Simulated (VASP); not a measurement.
These are PBE0 hybrid, VASP's PBE PAW potentials (set 64) (plane waves; VASP 6.6.1) values and carry that method's errors.

The input files of a VASP run:

**KPOINTS**
```
Automatic mesh
0
gamma
2 2 2
0 0 0
```

POSCAR:
```
KMgF3
1
    3.9653410000     0.0000000000     0.0000000000
    0.0000000000     3.9653410000     0.0000000000
    0.0000000000     0.0000000000     3.9653410000
K Mg F
1 1 3
Direct
  0.5000000000   0.5000000000   0.5000000000
  0.0000000000   0.0000000000   0.0000000000
  0.0000000000   0.5000000000   0.0000000000
  0.5000000000   0.0000000000   0.0000000000
  0.0000000000   0.0000000000   0.5000000000
```

INCAR:
```
# general
SYSTEM   = KMgF3
PREC     = Accurate
ENCUT    = 400
LREAL    = .FALSE.
LASPH    = .TRUE.   # aspherical one-centre terms
ISYM     = 3

# electronic loop
EDIFF    = 1E-6   # SCF stop (eV)
NELM     = 100   # most electronic steps
ALGO     = Normal   # blocked Davidson

# smearing
ISMEAR   = 0   # Gaussian
SIGMA    = 0.01   # width (eV)

# functional
GGA      = PE
LHFCALC  = .TRUE.
AEXX     = 0.25
HFRCUT   = -1
PRECFOCK = Fast

# ions
ISIF     = 2

# output
LWAVE    = .FALSE.
LCHARG   = .FALSE.
```

POTCAR, in this order: K_sv Mg F (PBE.64 set). Program: vasp_std.

What VASP printed:

### OUTCAR
```
 ion  position               nearest neighbor table
   1  0.500  0.500  0.500-   3 2.80   4 2.80   5 2.80   3 2.80   4 2.80   4 2.80   5 2.80   4 2.80
                             3 2.80   5 2.80   3 2.80   5 2.80   2 3.43   2 3.43   2 3.43   2 3.43
   2  0.000  0.000  0.000-   3 1.98   4 1.98   5 1.98   5 1.98   3 1.98   4 1.98   1 3.43   1 3.43
                             1 3.43   1 3.43   1 3.43   1 3.43   1 3.43   1 3.43
   3  0.000  0.500  0.000-   2 1.98   2 1.98   1 2.80   1 2.80   1 2.80   1 2.80
   4  0.500  0.000  0.000-   2 1.98   2 1.98   1 2.80   1 2.80   1 2.80   1 2.80
   5  0.000  0.000  0.500-   2 1.98   2 1.98   1 2.80   1 2.80   1 2.80   1 2.80
  LATTYP: Found a simple cubic cell.
 ALAT       =     3.9653410000
 Subroutine PRICEL returns:
 Original cell was already a primitive cell.
 Subroutine GETGRP returns: Found 48 space group operations
The static configuration has the point symmetry O_h .
The dynamic configuration has the point symmetry O_h .
 Subroutine INISYM returns: Found 48 space group operations
 Subroutine IBZKPT returns following result:
 Found      4 irreducible k-points:

 Following reciprocal coordinates:
            Coordinates               Weight
  0.000000  0.000000  0.000000      1.000000
  0.500000  0.000000  0.000000      3.000000
  0.500000  0.500000  0.000000      3.000000
  0.500000  0.500000  0.500000      1.000000
...
```

File OSZICAR:
```
       N       E                     dE             d eps       ncg     rms          rms(c)
DAV:   1    -0.237522357240E+03   -0.23752E+03   -0.16405E+04   176   0.126E+03
DAV:   2    -0.442893578067E+03   -0.20537E+03   -0.19268E+03   216   0.346E+02
DAV:   3    -0.451975737966E+03   -0.90822E+01   -0.90564E+01   240   0.675E+01
DAV:   4    -0.452152909483E+03   -0.17717E+00   -0.17685E+00   236   0.703E+00
DAV:   5    -0.335403148873E+02    0.41861E+03   -0.32984E+00   172   0.208E+01    0.939E+00
DAV:   6    -0.306699254245E+02    0.28704E+01   -0.84124E+00   172   0.242E+01    0.335E+00
DAV:   7    -0.308868421137E+02   -0.21692E+00   -0.13530E+00   180   0.839E+00    0.307E+00
DAV:   8    -0.308622479331E+02    0.24594E-01   -0.60632E-02   196   0.199E+00    0.172E+00
DAV:   9    -0.308485348357E+02    0.13713E-01   -0.38840E-02   176   0.178E+00    0.818E-01
DAV:  10    -0.308473434601E+02    0.11914E-02   -0.41453E-03   196   0.656E-01    0.461E-01
DAV:  11    -0.308466045272E+02    0.73893E-03   -0.88656E-04   192   0.288E-01    0.292E-01
DAV:  12    -0.308465027209E+02    0.10181E-03   -0.55633E-04   224   0.196E-01    0.187E-01
DAV:  13    -0.308465286326E+02   -0.25912E-04   -0.13732E-04   180   0.123E-01    0.113E-01
DAV:  14    -0.308465581054E+02   -0.29473E-04   -0.54521E-05   188   0.801E-02    0.668E-02
DAV:  15    -0.308465784932E+02   -0.20388E-04   -0.22375E-05   208   0.503E-02    0.400E-02
DAV:  16    -0.308465900338E+02   -0.11541E-04   -0.89292E-06   184   0.317E-02    0.245E-02
DAV:  17    -0.308465961282E+02   -0.60944E-05   -0.39100E-06   168   0.201E-02    0.152E-02
DAV:  18    -0.308465992063E+02   -0.30781E-05   -0.16188E-06   128   0.130E-02    0.948E-03
DAV:  19    -0.308466006974E+02   -0.14912E-05   -0.75293E-07   120   0.909E-03    0.596E-03
DAV:  20    -0.308466014138E+02   -0.71642E-06   -0.32916E-07   120   0.583E-03
   1 F= -.30846601E+02 E0= -.30846601E+02  d E =-.781582E-23
```

### OUTCAR
```
------------------------ aborting loop because EDIFF is reached ----------------------------------------
  FORCE on cell =-STRESS in cart. coord.  units (eV):
  Direction    XX          YY          ZZ          XY          YZ          ZX
  --------------------------------------------------------------------------------------
  Total       -2.2464124     -2.2464124     -2.2464124     -0.0000000     -0.0000000      0.0000000
  in kB      -57.7242705    -57.7242705    -57.7242705     -0.0000000     -0.0000000      0.0000000
  external PRESSURE =     -57.7242705 kB  Pullay stress =       0.0000000 kB
  volume of cell :       62.35
      direct lattice vectors                 reciprocal lattice vectors
     3.965341000  0.000000000  0.000000000     0.252185121  0.000000000  0.000000000
     0.000000000  3.965341000  0.000000000     0.000000000  0.252185121  0.000000000
     0.000000000  0.000000000  3.965341000     0.000000000  0.000000000  0.252185121
 POSITION                                       TOTAL-FORCE (eV/Angst)
 -----------------------------------------------------------------------------------
      1.98267      1.98267      1.98267         0.000000      0.000000      0.000000
      0.00000      0.00000      0.00000         0.000000      0.000000      0.000000
      0.00000      1.98267      0.00000         0.000000      0.000000      0.000000
      1.98267      0.00000      0.00000         0.000000      0.000000      0.000000
      0.00000      0.00000      1.98267         0.000000      0.000000      0.000000
 -----------------------------------------------------------------------------------
    total drift:                               -0.000006     -0.000004      0.000010
  FREE ENERGIE OF THE ION-ELECTRON SYSTEM (eV)
  ---------------------------------------------------
  free  energy   TOTEN  =       -30.8466014138 eV

  energy  without entropy=      -30.8466014138  energy(sigma->0) =      -30.84660141

  exchange ACFDT corr.  =         0.00000000  see jH, gK, PRB 81, 115126
```
(Selected blocks of OUTCAR.)

At this cut-off the stress carries a Pulay error, which pulls relaxed volumes low.

The structure comes from a computed database's KMgF3 entry; how it stands against other phases isn't given here. The cell was not relaxed at this level. The k-mesh is coarse (spacing up to 0.79 per Å, 2π included), so the numbers may not be converged in it. The run is one of a series of settings (AEXX = 0.25, GGA = PE, HFRCUT = -1, ISYM = 3, LHFCALC = .TRUE., PRECFOCK = Fast, KPOINTS 2×2×2 Γ-centred mesh against the base run), some of them coarse on purpose.
